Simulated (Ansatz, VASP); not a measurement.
## TaN in two plane-wave programs

Wanted: the spread between two codes on one cell, functional and k mesh. The cell is taken from a series of runs on this material, whose earlier steps may have relaxed, scaled, displaced or heated it; both programs get it as it stands.

Calculated with Ansatz 0.2.0; plane waves, with VASP 6.6.1 beside it; zone-centre phonons at PBEsol.

## (1) The structure

Symmetry: Fm-3m, No. 225, cubic system. Conventional cell: a = 4.316 Å, b = 4.316 Å, c = 4.316 Å, α = 90.00°, β = 90.00°, γ = 90.00°. Nearest to N lie 6 Ta at 2.16 Å. Nearest to Ta lie 6 N at 2.16 Å. Farther neighbours and most contacts between anions are not listed.

Coordinates:

```xyz
2
Lattice="0.0000 2.1578 2.1578 2.1578 0.0000 2.1578 2.1578 2.1578 0.0000" Properties=species:S:1:pos:R:3 pbc="T T T"
N     0.0000    0.0000    0.0000
Ta    2.1578    2.1578    2.1578
```

## (2) VASP: zone-centre phonons, PBEsol, pair 1

Second derivatives magnify differences that forces hide, and they need a tight electronic threshold.

Lines of VASP's logs that name or quote its potential files are left out, and so is its time.

The input, INCAR:

```
SYSTEM = TaN
PREC = Accurate
ENCUT = 600
EDIFF = 1E-08
NELM = 120
ISMEAR = 1
SIGMA = 0.2
LREAL = .FALSE.
ALGO = Normal
GGA = PS
NBANDS = 14
LASPH = .TRUE.
LORBIT = 11
LWAVE = .FALSE.
LCHARG = .FALSE.
ISIF = 2
IBRION = 8
GGA_COMPAT = .FALSE.
KPAR = 2
```

The input, POSCAR:

```
TaN
1.0
    0.0000000000      2.1578307296      2.1578307296
    2.1578307296      0.0000000000      2.1578307296
    2.1578307296      2.1578307296      0.0000000000
N Ta
1 1
Direct
    0.0000000000      0.0000000000      0.0000000000
    0.5000000000      0.5000000000      0.5000000000
```

The input, KPOINTS:

```
Automatic mesh
0
Gamma
16 16 16
0 0 0
```

The projector-augmented-wave data sets are N and Ta_pv (PBE family, release 64).

On the command line:

```console
$ mpirun -np 2 vasp_std
```

Numbers of over 12 decimals in the logs are rounded to 6 here.

The program printed:

```text
[banner, memory and clock lines left out]
running    2 mpi-ranks, on    1 nodes
 distrk:  each k-point on    1 cores,    2 groups
 distr:  one band on    1 cores,    1 groups

 POSCAR found type information on POSCAR N Ta
 POSCAR found :  2 types and       2 ions
|                                                                             |
|               ----> ADVICE to this user running VASP <----                  |
|                                                                             |
|     You enforced a specific xc type in the INCAR file but a different       |
|     [... a line on the potential file left out ...]
|     I HOPE YOU KNOW WHAT YOU ARE DOING!                                     |
|                                                                             |

 LDA part: xc-table for (Slater+PW92), standard interpolation
 POSCAR, INCAR and KPOINTS ok, starting setup
 FFT: planning ... GRIDC
 FFT: planning ... GRID_SOFT
 FFT: planning ... GRID
 WAVECAR not read
 entering main loop
       N       E                     dE             d eps       ncg     rms          rms(c)
DAV:   1     0.962035547735E+02    0.96204E+02   -0.97901E+03  4068   0.135E+03
DAV:   2    -0.226803610070E+02   -0.11888E+03   -0.11198E+03  4954   0.344E+02
DAV:   3    -0.259456988257E+02   -0.32653E+01   -0.32262E+01  4786   0.540E+01
DAV:   4    -0.259631544354E+02   -0.17456E-01   -0.17451E-01  4762   0.402E+00
DAV:   5    -0.259632656487E+02   -0.11121E-03   -0.11121E-03  4782   0.295E-01    0.273E+01
DAV:   6    -0.232694931822E+02    0.26938E+01   -0.55060E+00  4818   0.281E+01    0.116E+01
DAV:   7    -0.232003018472E+02    0.69191E-01   -0.37963E-01  5098   0.596E+00    0.781E+00
DAV:   8    -0.231681830035E+02    0.32119E-01   -0.11907E-01  4918   0.319E+00    0.170E+00
DAV:   9    -0.231635422954E+02    0.46407E-02   -0.13132E-02  4534   0.102E+00    0.372E-01
DAV:  10    -0.231634198218E+02    0.12247E-03   -0.59693E-04  5446   0.308E-01    0.132E-01
DAV:  11    -0.231633773614E+02    0.42460E-04   -0.78151E-05  4636   0.962E-02    0.246E-02
DAV:  12    -0.231633769865E+02    0.37484E-06   -0.47156E-06  5170   0.230E-02    0.158E-03
DAV:  13    -0.231633768091E+02    0.17741E-06   -0.24201E-07  4582   0.421E-03    0.126E-03
DAV:  14    -0.231633768123E+02   -0.31378E-08   -0.68576E-09  3614   0.106E-03
   1 F= -.23163377E+02 E0= -.23162592E+02  d E =-.235397E-02
 Linear response reoptimize wavefunctions to high precision
DAV:   1    -0.231633768044E+02    0.78094E-08   -0.88584E-10  3320   0.450E-04
DAV:   2    -0.231633768044E+02    0.18645E-10   -0.95199E-11  2660   0.101E-04
 Linear response DOF=           2
 Linear response progress:
  Degree of freedom:   1/  2
       N       E                     dE             d eps       ncg     rms          rms(c)
RMM:   1    -0.235687013823E+00   -0.23569E+00    0.16051E-01 21544   0.302E+00
RMM:   2    -0.231971061236E+00    0.37160E-02   -0.40881E-03 16531   0.522E-01    0.156E-01
RMM:   3    -0.232867485773E+00   -0.89642E-03   -0.92840E-04 14852   0.190E-01    0.787E-02
RMM:   4    -0.234255914092E+00   -0.13884E-02   -0.46665E-04 15188   0.133E-01    0.227E-02
RMM:   5    -0.234360953035E+00   -0.10504E-03   -0.20849E-05 17437   0.361E-02    0.288E-03
RMM:   6    -0.234367444864E+00   -0.64918E-05   -0.22620E-06 17458   0.772E-03    0.972E-04
RMM:   7    -0.234356356876E+00    0.11088E-04   -0.19502E-07 17218   0.228E-03    0.397E-04
RMM:   8    -0.234358383935E+00   -0.20271E-05   -0.61879E-08 18128   0.809E-04    0.106E-04
RMM:   9    -0.234356902224E+00    0.14817E-05   -0.10921E-08 17476   0.310E-04    0.302E-05
RMM:  10    -0.234356788367E+00    0.11386E-06   -0.46121E-09 19700   0.891E-05    0.181E-05
RMM:  11    -0.234356826973E+00   -0.38606E-07   -0.93887E-09 18063   0.279E-05    0.879E-06
RMM:  12    -0.234356842783E+00   -0.15809E-07   -0.65158E-09 18149   0.108E-05    0.227E-06
RMM:  13    -0.234356842689E+00    0.93823E-10    0.30978E-10 12639   0.549E-06    0.229E-06
 first order change of Fermi-energy  -0.59129E-04
 force on displaced ion       1 direction 1 : -10.168   0.000   0.000
 Linear response progress:
  Degree of freedom:   2/  2
       N       E                     dE             d eps       ncg     rms          rms(c)
RMM:   1    -0.134730614180E+00   -0.13473E+00    0.11419E+01 10307   0.243E+01
RMM:   2    -0.163457391464E+00   -0.28727E-01   -0.25728E-02 15275   0.147E+00    0.113E-01
RMM:   3    -0.162746206370E+00    0.71119E-03   -0.20491E-03 17745   0.301E-01    0.517E-02
RMM:   4    -0.162250342152E+00    0.49586E-03   -0.16373E-04 18938   0.919E-02    0.185E-02
RMM:   5    -0.162052621001E+00    0.19772E-03   -0.16765E-05 19150   0.252E-02    0.494E-03
RMM:   6    -0.162036449996E+00    0.16171E-04   -0.27086E-06 18306   0.873E-03    0.837E-04
RMM:   7    -0.162033502108E+00    0.29479E-05   -0.49193E-07 19354   0.242E-03    0.314E-04
RMM:   8    -0.162035379729E+00   -0.18776E-05   -0.13368E-08 20379   0.831E-04    0.723E-05
RMM:   9    -0.162035991886E+00   -0.61216E-06   -0.36975E-07 19057   0.311E-04    0.403E-05
RMM:  10    -0.162036389774E+00   -0.39789E-06   -0.12538E-07 18570   0.178E-04    0.967E-06
RMM:  11    -0.162036438334E+00   -0.48560E-07   -0.11080E-07 21034   0.760E-05    0.281E-06
RMM:  12    -0.162036454196E+00   -0.15862E-07   -0.54424E-08 19945   0.362E-05    0.629E-07
RMM:  13    -0.162036460782E+00   -0.65854E-08   -0.29798E-08 16535   0.210E-05    0.533E-07
 first order change of Fermi-energy   0.26745E-03
 force on displaced ion       2 direction 1 : -10.171   0.000   0.000
 Linear response finished
```

From OUTCAR (step 2):

```text
ion  position               nearest neighbor table
   1  0.000  0.000  0.000-   2 2.16   2 2.16   2 2.16   2 2.16   2 2.16   2 2.16
   2  0.500  0.500  0.500-   1 2.16   1 2.16   1 2.16   1 2.16   1 2.16   1 2.16

  LATTYP: Found a face centered cubic cell.
 ALAT       =     4.3156614592

 Subroutine GETGRP returns: Found 48 space group operations
 (whereof 48 operations were pure point group operations)

The static configuration has the point symmetry O_h .

 Found    145 irreducible k-points:

   k-points           NKPTS =    145   k-points in BZ     NKDIM =    145   number of bands    NBANDS=     14

   dimension x,y,z NGX =    24 NGY =   24 NGZ =   24
   dimension x,y,z NGXF=    48 NGYF=   48 NGZF=   48

   ENCUT  =  600.0 eV  44.10 Ry    6.64 a.u.   6.09  6.09  6.09*2*pi/ulx,y,z

   NELECT =      16.0000    total number of electrons

 k-points in reciprocal lattice and weights: Automatic mesh
   0.00000000  0.00000000  0.00000000       0.000
   0.06250000  0.00000000  0.00000000       0.002
   0.12500000  0.00000000  0.00000000       0.002
   0.18750000  0.00000000  0.00000000       0.002
   0.25000000  0.00000000  0.00000000       0.002
   0.31250000  0.00000000  0.00000000       0.002
   0.37500000  0.00000000  0.00000000       0.002
   0.43750000  0.00000000  0.00000000       0.002
   0.50000000  0.00000000  0.00000000       0.001
[...]
-0.31250000  0.50000000  0.18750000       0.003
  -0.25000000  0.50000000  0.25000000       0.001

 average (electrostatic) potential at core
       1 -60.7929       2 -33.8184

  Total        2.1797190      2.1797190      2.1797190     -0.0000000     -0.0000000     -0.0000000
  in kB      173.7916743    173.7916743    173.7916743     -0.0000000     -0.0000000     -0.0000000
  external PRESSURE =     173.7916743 kB  Pullay stress =       0.0000000 kB

  energy-cutoff  :      600.00
  volume of cell :       20.09
      direct lattice vectors                 reciprocal lattice vectors
     0.000000000  2.157830730  2.157830730    -0.231714190  0.231714190  0.231714190
     2.157830730  0.000000000  2.157830730     0.231714190 -0.231714190  0.231714190
     2.157830730  2.157830730  0.000000000     0.231714190  0.231714190 -0.231714190

 POSITION                                       TOTAL-FORCE (eV/Angst)
 -----------------------------------------------------------------------------------
      0.00000      0.00000      0.00000         0.000000      0.000000     -0.000000
      2.15783      2.15783      2.15783        -0.000000     -0.000000      0.000000
 -----------------------------------------------------------------------------------
    total drift:                                0.000000     -0.000000     -0.000000

 Eigenvectors and eigenvalues of the dynamical matrix
 ----------------------------------------------------

   1 f  =   13.828286 THz    86.885685 2PiTHz  461.261978 cm-1    57.189171 meV
             X         Y         Z           dx          dy          dz
      0.000000  0.000000  0.000000     0.000000    0.963410    0.000000
      2.157831  2.157831  2.157831     0.000000   -0.268033    0.000000

   2 f  =   13.828286 THz    86.885685 2PiTHz  461.261978 cm-1    57.189171 meV
             X         Y         Z           dx          dy          dz
      0.000000  0.000000  0.000000     0.963410    0.000000    0.000000
      2.157831  2.157831  2.157831    -0.268033    0.000000    0.000000

   3 f  =   13.828286 THz    86.885685 2PiTHz  461.261978 cm-1    57.189171 meV
             X         Y         Z           dx          dy          dz
      0.000000  0.000000  0.000000     0.000000    0.000000    0.963410
      2.157831  2.157831  2.157831     0.000000    0.000000   -0.268033

   4 f/i=    0.000618 THz     0.003883 2PiTHz    0.020614 cm-1     0.002556 meV
             X         Y         Z           dx          dy          dz
      0.000000  0.000000  0.000000     0.000000   -0.268033    0.000000
      2.157831  2.157831  2.157831     0.000000   -0.963410    0.000000

   5 f/i=    0.000618 THz     0.003883 2PiTHz    0.020614 cm-1     0.002556 meV
             X         Y         Z           dx          dy          dz
      0.000000  0.000000  0.000000    -0.268033    0.000000    0.000000
      2.157831  2.157831  2.157831    -0.963410    0.000000    0.000000

   6 f/i=    0.000618 THz     0.003883 2PiTHz    0.020614 cm-1     0.002556 meV
             X         Y         Z           dx          dy          dz
      0.000000  0.000000  0.000000     0.000000    0.000000   -0.268033
      2.157831  2.157831  2.157831     0.000000    0.000000   -0.963410

 ELASTIC MODULI CONTR FROM IONIC RELAXATION (kBar)
 Direction    XX          YY          ZZ          XY          YZ          ZX
 --------------------------------------------------------------------------------
 XX           0.0000      0.0000      0.0000      0.0000      0.0000      0.0000
 YY           0.0000      0.0000      0.0000      0.0000      0.0000      0.0000
 ZZ           0.0000      0.0000      0.0000      0.0000      0.0000      0.0000
 XY           0.0000      0.0000      0.0000      0.0000      0.0000      0.0000
 YZ           0.0000      0.0000      0.0000      0.0000      0.0000      0.0000
 ZX           0.0000      0.0000      0.0000      0.0000      0.0000      0.0000
 --------------------------------------------------------------------------------
```

## (3) Ansatz: zone-centre phonons, PBEsol, pair 1

Ansatz runs on its PAW soft_1 files.

The same cell, functional, mesh and smearing now go to Ansatz, which takes its cutoff from its data sets.

The input, input.yaml:

```yaml
crystal:
  lattice:
    - [0.0, 2.1578307296, 2.1578307296]
    - [2.1578307296, 0.0, 2.1578307296]
    - [2.1578307296, 2.1578307296, 0.0]
  atoms:
    - { symbol: "N", position: [0.0, 0.0, 0.0] }
    - { symbol: Ta, position: [0.5, 0.5, 0.5] }
kpoints:
  mp_grid: { grid: [16, 16, 16] }
hamiltonian:
  xc: pbesol
  pseudopotentials: { kind: paw, azcp: { folder: soft_1 }, xc_functional: pbe }
scf:
  occupations: { method: methfessel_paxton, width: 0.2 }
output:
  eigenvalues: true
phonons:
  method: dfpt
```

On the command line:

```console
$ ansatz run input.yaml --threads 4 --pin off --max-ram 10240MiB --backend cpu --events-out ev --progress --plain --runs-dir out
```

The program printed:

```text
Engine: ansatz 0.2.0, x86_64-unknown-linux-gnu
Pseudopotentials: kind: paw
Pseudopotential: N, paw, valence charge 5, recommended cutoff 420 eV (normal), soft_1/N.paw.azcp
Pseudopotential: Ta, paw, valence charge 13, recommended cutoff 420 eV (normal), soft_1/Ta.paw.azcp
Functional definition: PBEsol
  exchange = pbesol_x
  correlation = pbesol_c
Crystal: 2 atoms, lattice volume = 20.095 Å³
Basis set: ecut = 420 eV, 411 PW (Γ), exchange–correlation on 48×48×48 points (8 copies of the dense FFT grid, shifted against one another)
Bands: 13, of which v1, the nominal top of the filled ones, is band 9 counted from 1 (8 counted from 0)
Symmetry: 48 space group operations
k-points: 349 of 4096 (irreducible under 8 space group operations, time reversal used)
Non-local potential: N, projectors of the file, l = 0: 2, l = 1: 2, l = 2: 1
Non-local potential: Ta, projectors of the file, l = 0: 3, l = 1: 2, l = 2: 2, l = 3: 1
PAW form: soft (Blöchl's): semilocal exchange-correlation on the pseudo side does not see the compensation charge
PAW frozen core: N, regenerated for the run's functional, and the local potential with it (the file was generated under x = pbe(κ = 0.804, μ = 0.219515), c = pbe(β = 0.066725))
PAW frozen core: Ta, regenerated for the run's functional, and the local potential with it (the file was generated under x = pbe(κ = 0.804, μ = 0.219515), c = pbe(β = 0.066725))
PAW one-centre angular grid: N, 110 points (default); XC on 64 Gauss nodes
PAW one-centre angular grid: Ta, 590 points (default); XC on 64 Gauss nodes
Initial density: superposition of atomic densities (chi_scale 0.1, normalization cell, long waves kept (reshape's long-wave potential 0.00 eV rms))
Initial wavefunctions: pseudopotential atomic-orbital guess
Functional: x = pbesol(κ = 0.804, μ = 0.123457), c = pbesol(β = 0.046)
SCF iter   1: F=—  HF=-10188.051948 eV  |F-HF|=—  |Δ(HF+E_count)|=         —  Δρ=5.26e-2  dr2=5.58e-1  ethr=3.10e-3  ⟨swp⟩=5.0  Hψ=48599  notcnv=0
automatic band count: the SCF goes on with 17 bands, as 13 were too few: the levels above may hold too much charge
preconditioner: auto → none  [metal: Δε(μ)=0.007 eV  Ē_g=16.545 eV  σ=0.200 eV  W_gap=0.03  n_scr=8 (ndim 8)  ℏωp=26.2 eV  f_vac=0.000  D(μ)=0.91/eV (n_scr^D=8)  sad-step TF]
SCF iter   2: F=—  HF=-10188.013830 eV  |F-HF|=—  |Δ(HF+E_count)|=   3.81e-2  S|Δr|=    0.00e0  Δρ=3.75e-2  dr2=3.18e-1  ethr=3.10e-3  ⟨swp⟩=1.0  Hψ=8725  notcnv=0
SCF iter   3: F=—  HF=-10187.939570 eV  |F-HF|=—  |Δ(HF+E_count)|=   7.43e-2  S|Δr|=    0.00e0  Δρ=3.21e-3  dr2=4.96e-4  ethr=1.76e-3  ⟨swp⟩=2.5  Hψ=8106  notcnv=0
SCF iter   4: F=—  HF=-10187.939938 eV  |F-HF|=—  |Δ(HF+E_count)|=   3.68e-4  S|Δr|=    0.00e0  Δρ=6.22e-4  dr2=9.53e-5  ethr=2.75e-6  ⟨swp⟩=2.8  Hψ=11183  notcnv=0  defer=516
SCF iter   5: F=—  HF=-10187.939918 eV  |F-HF|=—  |Δ(HF+E_count)|=   2.07e-5  S|Δr|=    0.00e0  Δρ=5.80e-5  dr2=5.08e-7  ethr=5.30e-7  ⟨swp⟩=2.4  Hψ=7146  notcnv=0  defer=516
SCF iter   6: F=—  HF=-10187.939917 eV  |F-HF|=—  |Δ(HF+E_count)|=   3.47e-7  S|Δr|=    0.00e0  Δρ=5.68e-6  dr2=3.44e-9  ethr=2.82e-9  ⟨swp⟩=2.3  Hψ=7359  notcnv=0  defer=596
SCF iter   7: F=—  HF=-10187.939917 eV  |F-HF|=—  |Δ(HF+E_count)|=  5.09e-10  S|Δr|=    0.00e0  Δρ=1.01e-6  dr2=7.67e-11  ethr=1.91e-11  ⟨swp⟩=2.0  Hψ=8130  notcnv=0  defer=596
SCF iter   8: F=-10187.939917 eV  HF=-10187.939917 eV  |F-HF|=0.00e0  |Δ(HF+E_count)|=  5.46e-12  S|Δr|=    0.00e0  Δρ=5.45e-8  dr2=1.39e-13  ethr=1.00e-12  ⟨swp⟩=9.5  Hψ=26759  notcnv=0
SCF 1 converged in 8 iterations: F = -10187.939917 eV  dr2 = 1.39e-13
  greatest PAW one-centre occupation: 0.999 electrons in one spin orbital (limit 2), on the Ta atom at site 1 (counted from 0), in its partial waves of l = 0
DFPT response loops at Γ: preconditioner auto → Kerker (q_TF=auto, 2.679 Å⁻¹) (partly filled bands, converged f_vac=0.000); β = 1.00, the filter's whole step (`scf.mixing.beta` (0.50) is not read by the response loops under this deck's `scf.mixing.preconditioner`; to damp them name `kerker` or `kerker_dos`, under which they read `scf.mixing.beta`, and type it under 1.00, their step now; both keys bind the ground state too); Broyden in place of MSR1
SCF converged after 8 iterations
Stability not checked: this state was not tested for a lower state beside it, because cold or Methfessel-Paxton smearing, or corrected tetrahedra, fill the levels in a way that the test cannot read (fill_not_monotonic; see scf.lower_state_search)
Free energy (F): -10187.939917 eV
Harris-Foulkes:  -10187.939917 eV  (|F-HF|=0.00e0)
Internal energy: -10187.937502 eV  (E = F + TS)
E sigma→0 (E₀):  -10187.939314 eV
Entropy (-TS):   -0.002415 eV (-1.208 meV/atom)
Fermi energy:    22.749507 eV
--- Per-component energies (eV) ---
  E_band       = -26.668861
  E_kinetic    = 529.125243
  E_local      = -531.820921  (includes V_loc(G=0)·N_el)
  E_nonlocal   = 26.776258
  E_hartree    = 193.527935
  E_xc         = -380.486886
  E_vxc        = -312.142762  (∫ρ·V_xc dr)
  E_paw        = -8305.069025  (= ΣΔE_a)
  E_vpaw       = -125.663462  (= ΣTr[D̂ρ^β])
  E_aug_tail   = 0.000919  (compensation charges beyond the density's cutoff)
  E_ewald      = -1720.232835
  E_core_change = 0.241812  (= ΣΔE_core)
  E_smearing   = -0.002415  (= −TS)
  E_closure    = -0.000000  (closes the sum)
  Σ components = -10187.939917   (vs F -10187.939917, Δ=0.00e0)
--- Band table (eV; the first three rows and the last of 349) ---
  k-point 0: bands = [... 5 lower, 18.7873, 18.7873, 18.7873, 20.4827, 20.4827, 20.4827, 22.8209, 22.8209, ... 4 higher]
  k-point 1: bands = [... 5 lower, 18.2526, 18.4155, 18.4155, 20.6541, 20.6541, 20.7350, 23.2476, 23.2476, ... 4 higher]
  k-point 2: bands = [... 5 lower, 17.1769, 17.6546, 17.6546, 21.0494, 21.0494, 21.1066, 24.2793, 24.2793, ... 4 higher]
  k-point 348: bands = [... 5 lower, 14.9404, 15.7713, 15.7713, 22.5561, 22.5561, 26.6997, 27.3598, 27.7085, ... 4 higher]
--- Phonons (Γ-DFPT): 2 representative perturbations + reference, on 349 of 4096 k-points (Σ response iterations 6) ---
  k mesh reduced under 8 symmetry operations, with k and −k counted as one. Each operation leaves every solved perturbation unchanged. A smaller set is not used because it would not reduce the number of displacements times k-points to solve
  ASR residual: 2.923e-5 → 0.000e0 eV/Å²; symmetrization residual: 2.288e-7 eV/Å²
  ASR residual per site (eV/Å²): 6.68e-6 2.92e-5
  Γ frequencies (cm⁻¹): 0.00 0.00 0.00 460.03 460.03 460.03
  non-analytic LO–TO correction: not included (Born effective charges unavailable; polar crystals: no LO–TO splitting at Γ)
```

## (4) Side by side

Known differences besides the potentials themselves: the data sets hold 18 valence electrons in Ansatz (on its PAW soft_1 files) and 16 in VASP; the cutoff is 420 eV in Ansatz and 600 eV in VASP; Ansatz makes its cores anew for this functional, VASP keeps those of its PBE data sets. Total energies have different zeros and are not compared.

Both answers:

```csv
quantity,Ansatz,VASP,difference
optical mode 1 to 3 (cm⁻¹),460.0,461.3,-0.27 %
```

Modes are paired by rising frequency, not by their patterns, so a pair may set unlike modes beside each other; they are those without the splitting of longitudinal modes.

(Continued in part 2 of 2.)

[Lines on the potential files, build, host, timing and source positions are cut from VASP's logs without a mark.]

[Logs are printed without paths, hosts, clocks, repeated set-up lines and the standing remarks that a program may print on its own settings, such as how far it seeks lower states.]

[Hosts, paths, dates, database ids (printed as entryN), source tags and the programs' standing remarks are cut or masked in the printed files.]
